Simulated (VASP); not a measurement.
Input:

```
Pd
1.0
    0.00000     1.97156     1.97156
    1.97156     0.00000     1.97156
    1.97156     1.97156     0.00000
Pd
1
Cartesian
  0.00000   0.00000   0.00000
```

Level of theory: PBE GGA, VASP's PBE PAW potentials (set 64) (plane waves; VASP). Run with 480 eV cut-off, 14×14×14 Γ-centred mesh, first-order Methfessel-Paxton smearing of 0.10 eV, potentials Pd.

Q: Estimate the energy per atom (σ→0), band gap (on the k-mesh) with the smallest direct gap where there is one.

A: 
The band gap (on the k-mesh) comes out as none (metal, semimetal or under 0.01 eV) and the energy per atom (σ→0) is -502.3 kJ/mol of atoms.

Only differences to runs with the same potentials and settings are physical.

The compound is Pd in the fcc structure. It was relaxed first. The start is the result of an earlier pass.
